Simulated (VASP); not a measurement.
```
CELL_PARAMETERS angstrom
      6.89271    -2.04951     0.00000
      6.89271     2.04951     0.00000
     -6.09401     0.00000     7.96752
ATOMIC_POSITIONS crystal
  Al 0.37050 0.37050 0.59811
  Al 0.62950 0.62950 0.40189
  Te 0.58146 0.58146 0.87375
  Te 0.41854 0.41854 0.12625
  Te 0.00000 0.00000 0.00000
  Te 0.18148 0.18148 0.59993
  Te 0.81852 0.81852 0.40007
```

Calculation: PBEsol GGA, VASP's PBE PAW potentials (set 64) (plane waves; VASP 6.6.1). Run with 300 eV cut-off, 3×3×2 Γ-centred mesh, Fermi-Dirac smearing of 0.010 eV, potentials Al Te.

**Question.** What does the run give for the energy per atom (σ→0), pressure, largest force?

**Answer.** 
```
Quantity                        Value
---------------------  --------------
energy per atom (σ→0)  -3.935 eV/atom
pressure                     2.34 GPa
largest force              0.697 eV/Å
```

The absolute energy has meaning only against runs of the same code, potentials and settings.

The structure comes from a computed database's Al2Te5 entry; how it stands against other phases isn't given here. The cell was not relaxed at this level. The k-mesh is coarse (spacing up to 0.55 per Å, 2π included), so the numbers may not be converged in it.
